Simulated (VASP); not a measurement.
The system is GaSn.

```xyz
2
Lattice="0.0000 2.9029 3.0982 2.7293 0.0000 3.0982 2.7293 2.9029 0.0000" Properties=species:S:1:pos:R:3 pbc="T T T"
Ga    2.7293    2.9029    3.0982
Sn    0.0000    0.0000    0.0000
```

The cell was built by a generator and needn't be a form met in nature.

```yaml
Program: VASP 6.6.1
Task: relaxation of cell and atoms
Functional: optB88-vdW
Potentials_or_basis: VASP PAW PBE potentials, release 64 (Ga_d, Sn_d)
Cutoff: 600 eV
k_mesh: 8 × 8 × 8
Occupations: fermi-dirac, width 0.05 eV
Spin: no spin polarisation
```

At the start: pressure 1.2 GPa; volume 24.55 Å³/atom.

Problem. Where does the relaxation end?

Solution. Over 8 steps the energy falls by 59.1 meV/atom and the volume is 24.53 Å³/atom (-0.1 %); space group Fm-3m (No. 225, to 0.05 Å).

The path:
| step | energy change (eV) | largest force (eV/Å) | pressure (GPa) | volume (Å³) |
| --- | --- | --- | --- | --- |
| 1 | 0.0000 | 0.0000 | 1.18 | 49.09 |
| 2 | -0.0981 | 0.0000 | -0.96 | 50.30 |
| 3 | -0.0993 | 0.0000 | -1.83 | 51.31 |
| 4 | -0.1087 | 0.0000 | -1.55 | 50.86 |
| 5 | -0.1090 | 0.0000 | -1.50 | 50.78 |
| 6 | -0.1180 | 0.0000 | -0.05 | 49.08 |
| 7 | -0.1180 | 0.0000 | -0.12 | 49.16 |
| 8 | -0.1183 | 0.0000 | 0.00 | 49.06 |

Final structure:
```
CELL_PARAMETERS angstrom
0.00000 2.90500 2.90377
2.90820 0.00000 2.90377
2.90820 2.90500 0.00000
ATOMIC_POSITIONS crystal
Ga 0.50000 0.50000 0.50000
Sn 0.00000 0.00000 0.00000
```

Caveat: the PAW data sets were made with another functional, which shifts forces and pressure a little.
